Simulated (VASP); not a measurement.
All values below come from HSE06 screened hybrid, VASP's PBE PAW potentials (set 64) (plane waves; VASP).

The input files of a VASP run:

POSCAR:
```
Al32As31O
1.0
 11.4648462108   0.0000000000   0.0000000000
  0.0000000000  11.4648462108   0.0000000000
  0.0000000000   0.0000000000  11.4648462108
Al As O
32 31 1
Cartesian
  5.7460941881   0.0313787085   0.0309703502
  8.5963782239   2.8664377186   0.0177086565
  8.5960303965   0.0183057766   2.8655073796
 11.4619595471   0.0032246818   0.0026999392
  2.8954934211   2.8805909210   0.0304169513
  5.7319353393   5.7308844050   0.0172203824
  8.5848612103   8.5707574042   0.0264772827
  2.8953350973   0.0299548675   2.8795057802
  5.9519694141   3.0882632742   3.0927170574
  8.3779774207   5.5133214848   3.0765475233
  5.7312597571   0.0166812148   5.7307853120
  8.3665112641   3.0798945086   5.5074304857
  8.5851989372   0.0272949888   8.5701854883
 11.4363918784   5.7193589017   0.0268026711
  2.8690367556   8.5963676120   0.0031885606
 11.4458830926   2.8674075311   2.8676165707
  2.8827804212   5.7317220186   2.8655180121
  5.7325545441   8.5811969778   2.8676099819
 11.4340234258   0.0291585858   5.7182898162
  2.8823301611   2.8661259630   5.7306011946
  5.9422451230   5.5079520342   5.5127777049
  8.5953120322   8.5785253545   5.7294131866
  2.8686965994   0.0030884427   8.5958946241
  5.7320926690   2.8673788093   8.5813388725
  8.5957287598   5.7291385634   8.5767321735
 11.4344336769   8.5690238059   2.8793877989
 11.4424865758   5.7284890248   5.7296713268
  2.8920441625   8.5705212960   5.7188441576
 11.4322114722   2.8797138592   8.5667988232
  2.8919296471   5.7199290084   8.5713522783
  5.7455296442   8.5689703832   8.5686385194
 11.4609204468   8.5954410312   8.5947710187
  7.1485775013   1.5082029255   1.5074737693
  9.9617013267   4.3137106937   1.5004386657
  9.9579910043   1.5041634830   4.3131645233
  1.4356427794   1.4401111700   1.4390818962
  4.3718643708   4.2847764119   1.5065142889
  7.1782123173   7.0968464195   1.5003062994
 10.0247959295  10.0283040360   1.4380025864
  4.3695559917   1.5047437601   4.2845887770
  9.9581782413   7.0927068717   4.2814740959
  7.1773060911   1.5011787375   7.0961506398
  9.9539941858   4.2805006101   7.0888885803
 10.0244354483   1.4391884987  10.0275433148
  1.4286496337   7.1603673014   1.4378948627
  4.3053975360  10.0355444934   1.4390819925
  1.4321152515   4.2993761082   4.2987325886
  4.3668485419   7.0955273053   4.3139716748
  7.1648319750  10.0316517676   4.2989308800
  1.4278524290   1.4386955642   7.1587609136
  4.3649362514   4.3135460206   7.0976895753
  7.1465846840   7.0917977438   7.0915425008
 10.0240386168  10.0339318057   7.1575018981
  4.3045216389   1.4397153152  10.0354459427
  7.1647771857   4.2993304941  10.0307936514
 10.0237077768   7.1583882522  10.0325986963
  1.4316549333  10.0321304272   4.2982574178
  1.4335376972   7.1581684276   7.1577905038
  4.3037722473  10.0274316861   7.1589935583
  1.4314004321   4.2980477143  10.0309670434
  4.3039659458   7.1600643955  10.0276697651
  7.1639281370  10.0322392676  10.0316363990
  1.4323569717  10.0315558722  10.0309252438
  7.1370037379   4.2692019961   4.3039116438
```

**KPOINTS**
```
Automatic mesh
0
Gamma
1 1 1
0 0 0
```

### INCAR
```
SYSTEM = Al32As31O
PREC = Normal
ENCUT = 400
EDIFF = 1E-5
NELM = 50
ALGO = Normal
LREAL = Auto
LASPH = .TRUE.
ISMEAR = 0
SIGMA = 0.05
GGA = PE
LMAXMIX = 4
LWAVE = .FALSE.
LCHARG = .FALSE.
NELMIN = 4
ISYM = 0
NELECT = 258.0
HFSCREEN = 0.2
AEXX = 0.25
LHFCALC = .TRUE.
PRECFOCK = Fast
ISIF = 0
```

POTCAR, in this order: Al As O (PBE.64 set). Program: vasp_gam. Read from the step before: WAVECAR.

The cell is charged, with a uniform compensating background. The supercell is sampled at Γ alone, which is coarse: total energies, pressure and levels can be off, energies of defects by several tenths of an eV.

Question: What does the run give for the energy per atom (σ→0)?

Answer: 
The energy per atom (σ→0) is -5.411 eV/atom.

### OSZICAR
```
...
DAV:   4    -0.346332459555E+03    0.11346E-01   -0.16639E-02   350   0.224E-01    0.127E+01
DAV:   5    -0.346328136983E+03    0.43226E-02   -0.16087E-03   352   0.895E-02    0.753E+00
DAV:   6    -0.346326722875E+03    0.14141E-02   -0.13814E-03   344   0.694E-02    0.441E+00
DAV:   7    -0.346326257904E+03    0.46497E-03   -0.17412E-04   360   0.288E-02    0.256E+00
DAV:   8    -0.346326104411E+03    0.15349E-03   -0.97380E-05   320   0.217E-02    0.145E+00
DAV:   9    -0.346326071597E+03    0.32814E-04   -0.44047E-05   264   0.124E-02    0.829E-01
DAV:  10    -0.346326064212E+03    0.73854E-05   -0.96369E-06   222   0.815E-03
   1 F= -.34632606E+03 E0= -.34632606E+03  d E =-.177886E-13
```

The cell is a supercell with a defect, built from AlAs (zinc blende): O_As, charge -1. The cell's shape comes from a PBE relaxation. The run is not spin-polarised, so no state with unpaired spins was tried.
